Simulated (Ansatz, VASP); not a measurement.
# NiO: VASP beside Ansatz, part 2 of 2

One calculation is typed for both programs; each brings its own data sets. How far apart do they land? The cell is taken from a series of runs on this material, whose earlier steps may have relaxed, scaled, displaced or heated it; both programs get it as it stands.

VASP 6.6.1 and Ansatz 0.2.0.

So far: The starting structure; Ansatz: relaxation of cell and atoms, PBEsol.

**3. VASP: relaxation of cell and atoms, PBEsol**

Level of this step: PBEsol, spin-polarised from an antiferromagnetic start; plane waves and PAW (Ni, O) (VASP).

The same cell, functional, mesh and smearing now go to VASP, with its own data sets.

Lines of VASP's logs that name or quote its potential files are left out, and so is its time.

Input file INCAR:

```
SYSTEM = NiO
PREC = Accurate
ENCUT = 600
EDIFF = 1E-07
NELM = 200
ISMEAR = 0
SIGMA = 0.02
LREAL = .FALSE.
ALGO = Normal
GGA = PS
NBANDS = 24
ISPIN = 2
MAGMOM = -1.29 1.29 0 -0
LASPH = .TRUE.
LMAXMIX = 4
LORBIT = 11
LWAVE = .FALSE.
LCHARG = .FALSE.
ISIF = 3
IBRION = 2
NSW = 80
EDIFFG = -0.005
GGA_COMPAT = .FALSE.
NELMIN = 4
KPAR = 2
```

Input file POSCAR:

```
NiO
1.0
    2.0668530000      0.0000000000     -2.0668530000
    2.0668530000     -2.0668530000      0.0000000000
   -2.0390410000     -2.0390410000     -4.1058940000
Ni O
2 2
Direct
    0.0000000000      0.5000000000      0.5000000000
    0.0000000000      0.0000000000      0.0000000000
    0.5000000000      0.2500000000      0.7500000000
    0.5000000000      0.7500000000      0.2500000000
```

Input file KPOINTS:

```
Automatic mesh
0
Gamma
12 12 12
0 0 0
```

PAW data sets: Ni and O (PBE family, release 64).

On the command line:

```bash
mpirun -np 2 vasp_std
```

Numbers of over 12 decimals in the logs are rounded to 6 here.

The program printed:

```text
[banner, memory and clock lines left out]
running    2 mpi-ranks, on    1 nodes
 distrk:  each k-point on    1 cores,    2 groups
 distr:  one band on    1 cores,    1 groups

 POSCAR found type information on POSCAR NiO
 POSCAR found :  2 types and       4 ions
|                                                                             |
|               ----> ADVICE to this user running VASP <----                  |
|                                                                             |
|     You enforced a specific xc type in the INCAR file but a different       |
|     [... a line on the potential file left out ...]
|     I HOPE YOU KNOW WHAT YOU ARE DOING!                                     |
|                                                                             |

 LDA part: xc-table for (Slater+PW92), standard interpolation
 POSCAR, INCAR and KPOINTS ok, starting setup
 FFT: planning ... GRIDC
 FFT: planning ... GRID_SOFT
 FFT: planning ... GRID
 WAVECAR not read
 entering main loop
       N       E                     dE             d eps       ncg     rms          rms(c)
DAV:   1     0.259417108310E+03    0.25942E+03   -0.16607E+04 18664   0.197E+03
DAV:   2    -0.476429053596E+01   -0.26418E+03   -0.23930E+03 19568   0.387E+02
DAV:   3    -0.288466843822E+02   -0.24082E+02   -0.22999E+02 21296   0.132E+02
DAV:   4    -0.293040051243E+02   -0.45732E+00   -0.45651E+00 20160   0.184E+01
DAV:   5    -0.293159595323E+02   -0.11954E-01   -0.11954E-01 22664   0.286E+00    0.210E+01
DAV:   6    -0.268502391728E+02    0.24657E+01   -0.22995E+01 24152   0.924E+01    0.219E+01
DAV:   7    -0.252974312078E+02    0.15528E+01   -0.51614E+00 21360   0.677E+01    0.959E+00
DAV:   8    -0.253442983312E+02   -0.46867E-01   -0.95302E-01 22336   0.898E+00    0.581E+00
DAV:   9    -0.252992000814E+02    0.45098E-01   -0.46204E-02 28112   0.656E+00    0.127E+00
DAV:  10    -0.253090888195E+02   -0.98887E-02   -0.30064E-02 26904   0.265E+00    0.600E-01
DAV:  11    -0.253088500075E+02    0.23881E-03   -0.48244E-03 25704   0.220E+00    0.903E-02
DAV:  12    -0.253090299064E+02   -0.17990E-03   -0.16546E-03 18960   0.328E-01    0.628E-02
DAV:  13    -0.253090172154E+02    0.12691E-04   -0.69697E-05 26992   0.864E-02    0.245E-02
DAV:  14    -0.253090193790E+02   -0.21636E-05   -0.12747E-05 23912   0.567E-02    0.161E-02
DAV:  15    -0.253090189689E+02    0.41007E-06   -0.36900E-06 27056   0.325E-02    0.440E-03
DAV:  16    -0.253090189047E+02    0.64180E-07   -0.50855E-07 20232   0.131E-02
   1 F= -.25309019E+02 E0= -.25309019E+02  d E =-.253090E+02  mag=    -0.0000
 curvature:   0.00 expect dE= 0.000E+00 dE for cont linesearch  0.000E+00
 trial: gam= 0.00000 g(F)=  0.248E-58 g(S)=  0.806E-04 ort = 0.000E+00 (trialstep = 0.100E+01)
 search vector abs. value=  0.806E-04
 bond charge predicted
       N       E                     dE             d eps       ncg     rms          rms(c)
DAV:   1    -0.253098340432E+02   -0.81507E-03   -0.13513E-02 20496   0.158E+00    0.220E-01
DAV:   2    -0.253091304479E+02    0.70360E-03   -0.25116E-03 20200   0.963E-01    0.145E-01
DAV:   3    -0.253090470414E+02    0.83406E-04   -0.27449E-04 25240   0.411E-01    0.787E-02
DAV:   4    -0.253090253993E+02    0.21642E-04   -0.65889E-05 24544   0.135E-01    0.271E-02
DAV:   5    -0.253090194365E+02    0.59628E-05   -0.10388E-05 29848   0.534E-02    0.152E-02
DAV:   6    -0.253090180071E+02    0.14295E-05   -0.50025E-06 22016   0.337E-02    0.470E-03
DAV:   7    -0.253090178415E+02    0.16561E-06   -0.64802E-07 23536   0.810E-03    0.222E-03
DAV:   8    -0.253090178195E+02    0.22002E-07   -0.43345E-08  9664   0.401E-03
   2 F= -.25309018E+02 E0= -.25309018E+02  d E =0.108528E-05  mag=     0.0000
 trial-energy change:    0.000001  1 .order   -0.000001   -0.000081    0.000078
 step:   0.4855(harm=  0.5085)  dis= 0.00000  next Energy=   -25.309038 (dE=-0.193E-04)
 bond charge predicted
       N       E                     dE             d eps       ncg     rms          rms(c)
DAV:   1    -0.253092544137E+02   -0.23657E-03   -0.35702E-03 20552   0.812E-01    0.113E-01
DAV:   2    -0.253090670132E+02    0.18740E-03   -0.66611E-04 20104   0.498E-01    0.751E-02
DAV:   3    -0.253090439209E+02    0.23092E-04   -0.72932E-05 25232   0.212E-01    0.405E-02
DAV:   4    -0.253090384068E+02    0.55141E-05   -0.17534E-05 24456   0.698E-02    0.140E-02
DAV:   5    -0.253090365297E+02    0.18771E-05   -0.27487E-06 29376   0.274E-02    0.781E-03
DAV:   6    -0.253090359641E+02    0.56560E-06   -0.13280E-06 21952   0.174E-02    0.241E-03
DAV:   7    -0.253090359623E+02    0.17553E-08   -0.12749E-07 11448   0.415E-03
   3 F= -.25309036E+02 E0= -.25309036E+02  d E =-.170576E-04  mag=     0.0000
 curvature:  -0.25 expect dE=-0.258E-06 dE for cont linesearch -0.123E-06
 trial: gam= 0.00000 g(F)=  0.459E-58 g(S)=  0.102E-05 ort =-0.625E-05 (trialstep = 0.897E+00)
 search vector abs. value=  0.102E-05
 reached required accuracy - stopping structural energy minimisation
```

Parts of OUTCAR (step 3):

```text
ion  position               nearest neighbor table
   1  0.000  0.500  0.500-   4 2.06   4 2.06   3 2.06   3 2.06   3 2.06   4 2.06   2 2.90   2 2.90
                             2 2.90   2 2.90   2 2.90   2 2.90
   2  0.000  0.000  0.000-   3 2.06   3 2.06   4 2.06   4 2.06   3 2.06   4 2.06   1 2.90   1 2.90
                             1 2.90   1 2.90   1 2.90   1 2.90
   3  0.500  0.250  0.750-   1 2.06   1 2.06   2 2.06   2 2.06   1 2.06   2 2.06
   4  0.500  0.750  0.250-   2 2.06   2 2.06   1 2.06   1 2.06   1 2.06   2 2.06

  LATTYP: Found a trigonal (rhomboedric) cell.
 ALAT       =     5.0173441120
 COS(alpha) =     0.8303040790

 Subroutine GETGRP returns: Found 12 space group operations
 (whereof 12 operations were pure point group operations)

The static configuration has the point symmetry D_3d.

 Found    189 irreducible k-points:

   k-points           NKPTS =    189   k-points in BZ     NKDIM =    189   number of bands    NBANDS=     24

   dimension x,y,z NGX =    24 NGY =   24 NGZ =   40
   dimension x,y,z NGXF=    48 NGYF=   48 NGZF=   80

   ENCUT  =  600.0 eV  44.10 Ry    6.64 a.u.   5.84  5.84 10.02*2*pi/ulx,y,z

   NELECT =      32.0000    total number of electrons

 k-points in reciprocal lattice and weights: Automatic mesh
   0.00000000  0.00000000  0.00000000       0.001
   0.08333333  0.00000000  0.00000000       0.003
   0.16666667  0.00000000  0.00000000       0.003
   0.25000000  0.00000000 -0.00000000       0.003
   0.33333333  0.00000000  0.00000000       0.003
   0.41666667  0.00000000  0.00000000       0.003
   0.50000000  0.00000000 -0.00000000       0.002
   0.00000000  0.08333333 -0.00000000       0.003
   0.16666667  0.08333333 -0.00000000       0.007
[...]
-0.08333333  0.08333333  0.41666667       0.003
   0.00000000  0.00000000  0.50000000       0.001

 average (electrostatic) potential at core
       1 -83.0319       2 -83.0319       3 -67.8923       4 -67.8923

 E-fermi :   8.0685

 spin component 1
 k-point     1 :       0.0000    0.0000    0.0000
  band No.  band energies     occupation
    ...
     12       6.2641      1.00000
     13       6.2642      1.00000
     14       7.2598      1.00000
     15       7.2598      1.00000
     16       7.6018      1.00000
     17       9.9021      0.00000
     18       9.9023      0.00000
     19      10.2017      0.00000
     20      13.8945      0.00000
     21      18.9852      0.00000
    ...

 k-point     2 :       0.0833    0.0000    0.0000
  band No.  band energies     occupation
    ...
     12       6.5987      1.00000
     13       6.6939      1.00000
     14       7.2370      1.00000
     15       7.3399      1.00000
     16       7.5823      1.00000
     17       9.6921      0.00000
     18       9.7510      0.00000
     19      10.6988      0.00000
     20      14.3644      0.00000
     21      18.8779      0.00000
    ...

 k-point     3 :       0.1667    0.0000    0.0000
  band No.  band energies     occupation
    ...
     12       6.9873      1.00000
     13       6.9956      1.00000
     14       7.3557      1.00000
     15       7.6317      1.00000
     16       7.6579      1.00000
     17       9.3302      0.00000
     18       9.3985      0.00000
     19      11.7869      0.00000
     20      15.4012      0.00000
     21      18.5806      0.00000
    ...

 k-point     4 :       0.2500    0.0000   -0.0000
  band No.  band energies     occupation
    ...
     12       6.9738      1.00000
     13       7.1294      1.00000
     14       7.4703      1.00000
     15       7.7725      1.00000
     16       7.8939      1.00000
     17       9.2144      0.00000
     18       9.2563      0.00000
     19      12.9151      0.00000
     20      16.1411      0.00000
     21      18.4316      0.00000
    ...

 k-point     5 :       0.3333    0.0000    0.0000
  band No.  band energies     occupation
    ...
     12       7.0611      1.00000
     13       7.1083      1.00000
     14       7.4820      1.00000
     15       7.7117      1.00000
     16       7.7140      1.00000
     17       9.4879      0.00000
     18       9.5555      0.00000
     19      13.7042      0.00000
     20      15.7892      0.00000
     21      18.8990      0.00000
    ...

 k-point     6 :       0.4167    0.0000    0.0000
  band No.  band energies     occupation
    ...
     12       6.9438      1.00000
     13       7.1119      1.00000
     14       7.4738      1.00000
     15       7.6314      1.00000
     16       7.7270      1.00000
     17       9.8095      0.00000
     18       9.8662      0.00000
     19      13.9783      0.00000
     20      15.1511      0.00000
     21      18.9255      0.00000
    ...

  Total        0.0040228      0.0040228      0.0040228      0.0024409      0.0024409      0.0024409
  in kB        0.1845086      0.1845086      0.1845086      0.1119526      0.1119526      0.1119526
  external PRESSURE =       0.1845086 kB  Pullay stress =       0.0000000 kB

  energy-cutoff  :      600.00
  volume of cell :       34.93
      direct lattice vectors                 reciprocal lattice vectors
     2.066244736 -0.000000000 -2.066244736     0.242802503  0.242802503 -0.241167272
     2.066244736 -2.066244736 -0.000000000     0.120583636 -0.363386139  0.120583636
    -2.038599365 -2.038599365 -4.104844100    -0.122218866 -0.122218866 -0.122218866

 POSITION                                       TOTAL-FORCE (eV/Angst)
 -----------------------------------------------------------------------------------
      0.01382     -2.05242     -2.05242        -0.000000      0.000000     -0.000000
      0.00000     -0.00000     -0.00000        -0.000000      0.000000     -0.000000
      0.02073     -2.04551     -4.11176        -0.000000     -0.000000      0.000000
      2.07316     -2.05933     -2.05933         0.000000     -0.000000     -0.000000
 -----------------------------------------------------------------------------------
    total drift:                                0.000000     -0.000000      0.000000

  FREE ENERGIE OF THE ION-ELECTRON SYSTEM (eV)
  ---------------------------------------------------
  free  energy   TOTEN  =       -25.3090359623 eV

  energy  without entropy=      -25.3090359623  energy(sigma->0) =      -25.30903596

 reached required accuracy - stopping structural energy minimisation

 total charge
# of ion       s       p       d       tot
------------------------------------------
    1        0.348   0.441   8.310   9.098
    2        0.348   0.441   8.310   9.098
    3        1.554   3.405   0.000   4.959
    4        1.554   3.405   0.000   4.959
--------------------------------------------------
tot          3.803   7.692  16.620  28.115

 magnetization (x)
# of ion       s       p       d       tot
------------------------------------------
    1        0.011   0.015  -1.289  -1.263
    2       -0.011  -0.015   1.289   1.263
    3        0.000   0.000   0.000   0.000
    4        0.000   0.000   0.000   0.000
--------------------------------------------------
tot          0.000   0.000   0.000   0.000

[... 1 further part left out ...]
```

CONTCAR:

```
NiO
   1.00000000000000
     2.0662447358617091   -0.0000000000000000   -2.0662447358617091
     2.0662447358617091   -2.0662447358617091   -0.0000000000000000
    -2.0385993645507621   -2.0385993645507621   -4.1048441004124712
  Ni              O
     2     2
Direct
     0.0000000000000000    0.5000000000000000    0.5000000000000000
     0.0000000000000000    0.0000000000000000    0.0000000000000000
     0.5000000000000000    0.2500000000000000    0.7500000000000000
     0.5000000000000000    0.7500000000000000    0.2500000000000000
```

The run keeps the 12 symmetry operations of its start, so it cannot find a distortion of lower symmetry.

**4. Comparison**

Known differences besides the potentials themselves: VASP starts from the moments at which Ansatz ended; the data sets hold 48 valence electrons in Ansatz (on its default PAW (the set named soft_2) files) and 32 in VASP; the cutoff is 420 eV in Ansatz and 600 eV in VASP; Ansatz makes its cores anew for this functional, VASP keeps those of its PBE data sets; Ansatz adds a Pulay correction to the stress that steers its cell, VASP none; site moments are counted in spheres of each program's own size. Total energies have different zeros and are not compared.

Compared:

```tsv
quantity	Ansatz	VASP	difference
volume (Å³)	34.96	34.93	+0.08 %
edge a after relaxation, in the typed setting (Å)	2.923	2.922	+0.03 %
edge c after relaxation, in the typed setting (Å)	5.017	5.016	+0.02 %
moment on Ni1 (μB)	-1.29	-1.26	-0.03
moment on Ni2 (μB)	1.29	1.26	+0.03
```

**5. Outcome**

```yaml
difference_in_volume_relaxation_of_cell_and_atoms_pbesol: 0.081 %
```

The difference in volume is 0.081 % (relaxation of cell and atoms, PBEsol), within the 1.2 % picked in this series as the mark of a large difference, as far as the stopping tolerances let one tell. The data sets hold unlike numbers of valence electrons (48 in Ansatz and 32 in VASP), so part of the differences comes from the potentials. 1 further run of this series is not shown here. How closely two codes agree says nothing of how well the functional describes the real material.

[Lines on the potential files, build, host, timing and source positions are cut from VASP's logs without a mark.]

[Logs are printed without paths, hosts, clocks, repeated set-up lines and the standing remarks that a program may print on its own settings, such as how far it seeks lower states.]

[Hosts, paths, dates, database ids (printed as entryN), source tags and the programs' standing remarks are cut or masked in the printed files.]
